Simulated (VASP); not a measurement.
```
CELL_PARAMETERS angstrom
      4.17809     0.00000     0.00000
      0.00000     4.17809     0.00000
      0.00000     0.00000     4.17809
ATOMIC_POSITIONS crystal
  Cs 0.00000 0.00000 0.00000
  Cl 0.50000 0.50000 0.50000
```

Method: PBE0 hybrid, VASP's PBE PAW potentials (set 64) (plane waves; VASP). Run with 300 eV cut-off, 6×6×6 Γ-centred mesh, Gaussian smearing of 0.020 eV, potentials Cs_sv Cl.

Unless said otherwise, spin-orbit coupling is left out, though it shifts the bands of the heavy elements here.

Task: Predict the energy per atom (σ→0), band gap (on the k-mesh) with the smallest direct gap where there is one.

Result: 
```json
{
 "band gap (on the k-mesh)": "7.11 eV",
 "smallest direct gap (on the k-mesh)": "7.11 eV",
 "energy per atom (σ→0)": "-4.071 eV/atom"
}
```

The structure comes from a computed database's CsCl entry; how it stands against other phases isn't given here. The cell was not relaxed at this level.
